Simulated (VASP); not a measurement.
These are PBE GGA, VASP's PBE PAW potentials (set 64) (plane waves; VASP) values and carry that method's errors.

VASP input:

INCAR:
```
ALGO  =  Normal
EDIFF  =  1E-6
ENCUT  =  520
GGA  =  PE
ISIF  =  2
ISMEAR  =  1
LASPH  =  .True.
LCHARG  =  .False.
LMAXMIX  =  6
LREAL  =  .False.
LWAVE  =  .False.
NELM  =  100
PREC  =  Accurate
SIGMA  =  0.3
SYSTEM  =  HfN
```

**POSCAR**
```
HfN
1.0
  0.0000000000   2.3052000000   2.3052000000
  2.3052000000   0.0000000000   2.3052000000
  2.3052000000   2.3052000000   0.0000000000
Hf N
1 1
Direct
  0.0000000000   0.0000000000   0.0000000000
  0.5000000000   0.5000000000   0.5000000000
```

**KPOINTS**
```
Automatic mesh
0
Gamma
12 12 12
0 0 0
```

POTCAR, in this order: Hf_pv N (PBE.64 set). Program: vasp_std.

Unless said otherwise, spin-orbit coupling is left out, though it shifts the bands of the heavy elements here.

Task: What does the run give for the energy per atom (σ→0), pressure, band gap (on the k-mesh)?

Result: 
| Item | Value |
|---|---|
| energy per atom (σ→0) | -10.859 eV/atom |
| band gap (on the k-mesh) | none (metal, semimetal or under 0.01 eV) |
| pressure | -12.17 GPa |

File OSZICAR:
```
...
DAV:   7    -0.217450743297E+02    0.86158E-01   -0.74645E-01  1791   0.776E+00    0.252E+01
DAV:   8    -0.217308124006E+02    0.14262E-01   -0.19179E-01  1817   0.400E+00    0.641E+00
DAV:   9    -0.217166939119E+02    0.14118E-01   -0.78715E-02  1860   0.195E+00    0.143E+00
DAV:  10    -0.217162549454E+02    0.43897E-03   -0.26924E-03  1851   0.483E-01    0.324E-01
DAV:  11    -0.217162648661E+02   -0.99208E-05   -0.25287E-04  2007   0.138E-01    0.421E-02
DAV:  12    -0.217162612842E+02    0.35819E-05   -0.20635E-05  1974   0.397E-02    0.356E-02
DAV:  13    -0.217162609019E+02    0.38231E-06   -0.85390E-07  1011   0.100E-02
   1 F= -.21716261E+02 E0= -.21717505E+02  d E =0.373286E-02
```

The compound is HfN in the rock salt structure. The cell was not relaxed at this level. The run is one of a series of settings (SIGMA = 0.3 against the base run), some of them coarse on purpose. The electron count is odd and the run is not spin-polarised, which forces a metal.
